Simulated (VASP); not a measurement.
Data:

```xyz
2
Lattice="0.0000 2.8346 2.8346 2.8346 0.0000 2.8346 2.8346 2.8346 0.0000" Properties=species:S:1:pos:R:3 pbc="T T T"
Al     0.0000     0.0000     0.0000
As     1.4173     1.4173     1.4173
```

These are PBE GGA with D3 dispersion (Becke-Johnson damping), VASP's PBE PAW potentials (set 64) (plane waves; VASP) values and carry that method's errors. Run with 520 eV cut-off, 8×8×8 Γ-centred mesh, Gaussian smearing of 0.050 eV, potentials Al As.

Question: What does the run give for the energy per atom (σ→0), band gap (on the k-mesh) with the smallest direct gap where there is one?

Answer: 
```json
{
 "band gap (on the k-mesh)": "1.44 eV",
 "smallest direct gap (on the k-mesh)": "2.03 eV",
 "energy per atom (σ→0)": "-482.8 kJ/mol of atoms"
}
```

Only differences to runs with the same potentials and settings are physical.

The compound is AlAs in the zinc blende structure. It was relaxed first.
